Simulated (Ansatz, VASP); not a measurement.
# Hf2CSO (Hf2COS MXene monolayer) in two plane-wave programs, part 2 of 2

Aim: how closely do two programs agree when they are given the same cell, functional and k mesh? Of the first pair: The structure shown is the start of the Ansatz relaxation below; VASP solves that cell, so the two are compared at the walk's first step.

VASP 6.6.1 and Ansatz 0.2.0.

So far: The starting structure; Ansatz: relaxation, PBE with D3(BJ); VASP: single point, PBE with D3(BJ), start cell, pair 1.

## 4. Comparison

Known differences besides the potentials themselves: Ansatz cuts the interaction across the vacuum, VASP repeats the sheet with a dipole correction; the data sets hold 68 valence electrons in Ansatz (on its PAW soft_1 files) and 36 in VASP; the cutoff is 420 eV in Ansatz and 520 eV in VASP. Total energies have different zeros and are not compared.

Forces (eV/Å; atoms numbered as in POSCAR):

```
atom        Ansatz x, y, z          VASP x, y, z
  S1   0.000, 0.000, 1.730   0.000, 0.000, 1.783
 Hf2  0.000, 0.000, -2.016  0.000, 0.000, -2.014
 Hf3   0.000, 0.000, 4.153   0.000, 0.000, 4.236
  C4  0.000, 0.000, -0.876  0.000, 0.000, -0.862
  O5  0.000, 0.000, -2.990  0.000, 0.000, -3.143
```

The forces differ by 47 meV/Å r.m.s., which is 3.0 % of the r.m.s. force of 1.545 eV/Å (both taken over all components). With vacuum in the cell, a pressure given here is an average over mostly empty space and none of the material.

## 5. Other set-ups

Further runs change the set-up of one program: Ansatz's method, potentials or start, or VASP's data sets, cutoff or form of LDA. The table gives that difference for each run.

```
                                      run  r.m.s. force difference (meV/Å)
                                 as above                               47
VASP with the data sets S, Hf_sv, C and O                               35
```

## 6. Ansatz: relaxation, PBE with D3(BJ)

This run makes the geometry at which the two programs are then compared.

The structure compared here is the end of the Ansatz relaxation.

Contents of input.yaml:

```yaml
crystal:
  lattice:
    - [3.289, 0.0, 0.0]
    - [-1.6445, 2.848357553, 0.0]
    - [0.0, 0.0, 42.1866226628]
  atoms:
    - { symbol: S, position: [0.3333333333, 0.6666666667, 0.4337867989] }
    - { symbol: Hf, position: [0.6666666667, 0.3333333333, 0.4767482254] }
    - { symbol: C, position: [0.0, 0.0, 0.5075103887] }
    - { symbol: Hf, position: [0.3333333333, 0.6666666667, 0.5382725519] }
    - { symbol: O, position: [0.6666666667, 0.3333333333, 0.5662132011] }
  periodic: [true, true, false]
kpoints:
  mp_grid: { grid: [12, 12, 1] }
hamiltonian:
  xc: pbe
  dispersion: d3bj
  pseudopotentials: { kind: paw, azcp: { folder: soft_1 } }
scf:
  occupations: { method: fermi_dirac, width: 0.05 }
  convergence: { dr2_threshold: 1.0e-09 }
relax:
  f_tol: 0.004
  max_steps: 90
  cell: {}
output:
  write_potential: true
  write_density: true
  volumetric_format: npy
```

Started as:

```bash
$ ansatz run input.yaml --threads 2 --pin off --max-ram 3072MiB --backend cpu --events-out ev --progress --plain --runs-dir out
```

Numbers of over 12 decimals in the logs are rounded to 6 here.

The program printed:

```text
[...]
Crystal: 5 atoms, lattice volume = 395.215 Å³
Basis set: ecut = 420 eV, 7881 PW (Γ), exchange–correlation on 48×48×576 points (8 copies of the dense FFT grid, shifted against one another)
Bands: 41, of which v1, the nominal top of the filled ones, is band 34 counted from 1 (33 counted from 0)
Symmetry: 6 space group operations
[...]
cell:  # Å, volume = 405.1529 Å³
    - [3.330096, 3.041731315114344e-18, 0]
    - [-1.665048, 2.883948, 0]
    - [0, 0, 42.1866226628]
  atoms:
    - { symbol: S, position: [0.333333, 0.666667, 0.438172] }
    - { symbol: Hf, position: [0.666667, 0.333333, 0.475975] }
    - { symbol: C, position: [0, 0, 0.507203] }
    - { symbol: Hf, position: [0.333333, 0.666667, 0.539845] }
    - { symbol: O, position: [0.666667, 0.333333, 0.561336] }
[key lines of the parts left out:]
SCF converged after 5 iterations
Free energy (F): -33172.096890 eV
Fermi energy:    -5.350752 eV
P = ½ c Tr σ = -0.0035 N/m
```

## 7. VASP: single point, PBE with D3(BJ), relaxed cell, pair 2

The same cell, functional, mesh and smearing now go to VASP, with its own data sets.

Contents of INCAR:

```
SYSTEM = Hf2CSO
PREC = Accurate
ENCUT = 520
EDIFF = 1E-06
NELM = 120
ISMEAR = -1
SIGMA = 0.05
LREAL = .FALSE.
ALGO = Normal
GGA = PE
IVDW = 12
NBANDS = 24
LASPH = .TRUE.
LORBIT = 11
LWAVE = .FALSE.
LCHARG = .FALSE.
ISIF = 2
LDIPOL = .TRUE.
IDIPOL = 3
DIPOL = 0.5 0.5 0.505
LVHAR = .TRUE.
GGA_COMPAT = .FALSE.
NELMDL = -8
KPAR = 2
```

Contents of POSCAR:

```
Hf2CSO
1.0
    3.3300962200      0.0000000000      0.0000000000
   -1.6650481100      2.8839479236      0.0000000000
    0.0000000000      0.0000000000     42.1866226628
S Hf C O
1 2 1 1
Direct
    0.3333333333      0.6666666667      0.4381719981
    0.6666666666      0.3333333334      0.4759751784
    0.3333333333      0.6666666667      0.5398447300
    1.0000000000      0.0000000000      0.5072033111
    0.6666666666      0.3333333334      0.5613359484
```

Contents of KPOINTS:

```
Automatic mesh
0
Gamma
12 12 1
0 0 0
```

The projector-augmented-wave data sets are S, Hf_pv, C and O (PBE family, release 64).

Started as:

```bash
$ mpirun -np 2 vasp_std
```

The program printed:

```text
[... set-up lines as in an earlier step ...]
 entering main loop
       N       E                     dE             d eps       ncg     rms          rms(c)
DAV:   1     0.242519037371E+03    0.24252E+03   -0.16374E+04  1184   0.111E+03
DAV:   2    -0.173970888646E+02   -0.25992E+03   -0.25293E+03  1336   0.236E+02
DAV:   3    -0.529877555125E+02   -0.35591E+02   -0.35276E+02  1168   0.858E+01
DAV:   4    -0.541051129950E+02   -0.11174E+01   -0.11126E+01  1280   0.170E+01
[...]
DAV:  29    -0.469245058025E+02   -0.21388E-05   -0.54948E-08   808   0.894E-04    0.637E-04
DAV:  30    -0.469245076268E+02   -0.18243E-05   -0.55016E-08   768   0.889E-04    0.495E-04
DAV:  31    -0.469245081276E+02   -0.50080E-06   -0.11190E-08   792   0.385E-04
   1 F= -.48097077E+02 E0= -.48094385E+02  d E =-.538322E-02
```

OUTCAR, selected parts (step 7):

```text
 Edisp (eV)   -1.17257

  Total      -0.59397    -0.59397    -0.49302     0.00000     0.00000    -0.00000
  in kB      -2.34884    -2.34884    -1.94965     0.00000     0.00000    -0.00000
  external pressure =       -2.22 kB  Pullay stress =        0.00 kB

 POSITION                                       TOTAL-FORCE (eV/Angst)
 -----------------------------------------------------------------------------------
     -0.00000      1.92263     18.48500         0.000000      0.000000      0.074530
      1.66505      0.96132     20.07979         0.000000      0.000000     -0.023871
     -0.00000      1.92263     22.77423         0.000000     -0.000000      0.088907
      0.00000      0.00000     21.39719         0.000000     -0.000000      0.030082
      1.66505      0.96132     23.68087        -0.000000     -0.000000     -0.169648
 -----------------------------------------------------------------------------------
    total drift:                                0.000001     -0.000000     -0.000078

  FREE ENERGIE OF THE ION-ELECTRON SYSTEM (eV)
  ---------------------------------------------------
  free  energy   TOTEN  =       -48.0970769330 eV

  energy  without entropy=      -48.0916937116  energy(sigma->0) =      -48.09438532

[... 1 part as in an earlier step ...]

[... 2 further parts left out ...]
[key lines of the parts left out:]
E-fermi :  -3.4381
```

## 8. Side by side

What differs besides the data sets and the points named for the pairs above, as far as they apply: the data sets hold 68 valence electrons in Ansatz (on its PAW soft_1 files) and 36 in VASP. Total energies have different zeros and are not compared.

Forces (eV/Å; atoms numbered as in POSCAR):

```
atom        Ansatz x, y, z          VASP x, y, z
  S1   0.000, 0.000, 0.000   0.000, 0.000, 0.075
 Hf2   0.000, 0.000, 0.000  0.000, 0.000, -0.024
 Hf3   0.000, 0.000, 0.000   0.000, 0.000, 0.089
  C4   0.000, 0.000, 0.000   0.000, 0.000, 0.030
  O5  0.000, 0.000, -0.001  0.000, 0.000, -0.170
```

The forces differ by 54 meV/Å r.m.s., where the r.m.s. force is 0.000 eV/Å in Ansatz and 0.054 eV/Å in VASP: the atoms lie near their places of rest in Ansatz, so a percentage would say little (all taken over all components). With vacuum in the cell, a pressure given here is an average over mostly empty space and none of the material.

## 9. Outcome

| Item | Value |
| --- | --- |
| r.m.s. force difference (single point, PBE with D3(BJ), start cell, pair 1) | 3.0 % of the r.m.s. force |
| r.m.s. force difference (single point, PBE with D3(BJ), relaxed cell, pair 2) | 54 meV/Å |

The r.m.s. force difference is 54 meV/Å (single point, PBE with D3(BJ), relaxed cell, pair 2), beyond the 12 meV/Å picked in this series as the mark of a large difference. The data sets hold unlike numbers of valence electrons (68 in Ansatz and 36 in VASP), so part of the differences comes from the potentials. Single point, PBE with D3(BJ), start cell, pair 1, VASP with the data sets S, Hf_sv, C and O: r.m.s. force difference goes from 47 to 35 meV/Å. What causes the difference of the single point, PBE with D3(BJ), relaxed cell, pair 2 pair stays open here. Such differences can come from data sets, numerical settings and the points named under the comparisons, not from the functional's error against experiment.

[Lines on the potential files, build, host, timing and source positions are cut from VASP's logs without a mark.]

[Logs are printed without paths, hosts, clocks, repeated set-up lines and the standing remarks that a program may print on its own settings, such as how far it seeks lower states.]

[Hosts, paths, dates, database ids (printed as entryN), source tags and the programs' standing remarks are cut or masked in the printed files.]
